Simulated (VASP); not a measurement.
Runs of VASP 6.6.1 on OSiH2. The cell holds a molecule in a box, 4 atoms: a = 10.000 Å, b = 12.000 Å, c = 12.000 Å, α = 90.00°, β = 90.00°, γ = 90.00°. 

| task | level | cell | gap on the mesh (eV) | largest force (eV/Å) |
| --- | --- | --- | --- | --- |
| atomic charges | PBE+TS | as given | 3.62 | 1.09 |
| relaxation of the atoms | PBE | atoms relaxed from: atoms moved at random, drawn with an rms of 0.02 Å | 3.52 | 0.02 |
| single point | BLYP | as given | 3.64 | 1.17 |
| single point | BEEF-vdW | as given | (c) | 0.83 |
| electron localisation function | PBE | as given | 3.62 | 1.08 |
| single point | vdW-DF2 | as given | 3.66 | (b) |
| single point | PBE | atoms moved at random, drawn with an rms of 0.05 Å | 3.81 | 3.51 |
| single point | r2SCAN+D4 | as given | 4.15 | (a) |

Alike in all rows: potentials or basis VASP PAW PBE potentials, release 64 (O, Si, H); no spin polarisation; k mesh 1 × 1 × 1; cutoff (eV) 520; smearing gaussian 0.01 eV.

**Question.** Fill in the values left out.

**Answer.** (a) 0.34; (b) 1.19; (c) 3.71.

Caveats: the PAW data sets were made with another functional, which shifts forces and pressure a little (some runs).

